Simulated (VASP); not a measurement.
Data:

```xyz
5
Lattice="-1.9881 1.9881 4.8237 1.9881 -1.9881 4.8237 1.9881 1.9881 -4.8237" Properties=species:S:1:pos:R:3 pbc="T T T"
Ca     0.0000     0.0000     0.0000
P      0.0000     0.0000     5.9391
P      0.0000     0.0000     3.7083
Rh     0.0000     1.9881     2.4118
Rh     1.9881     0.0000     2.4118
```

All values below come from PBEsol GGA, VASP's PBE PAW potentials (set 64) (plane waves; VASP 6.6.1). Run with 400 eV cut-off, 12×12×12 Γ-centred mesh, tetrahedra with Blöchl corrections, potentials Ca_sv P Rh_pv.

**Question.** Predict the energy per atom (σ→0), band gap (on the k-mesh) with the smallest direct gap where there is one.

**Answer.** 
band gap (on the k-mesh): none (metal, semimetal or under 0.01 eV)
energy per atom (σ→0): -7023 meV/atom

The absolute energy has meaning only against runs of the same code, potentials and settings.

The structure comes from a computed database's CaRh2P2 entry (I4/mmm); how it stands against other phases isn't given here. It was relaxed first.
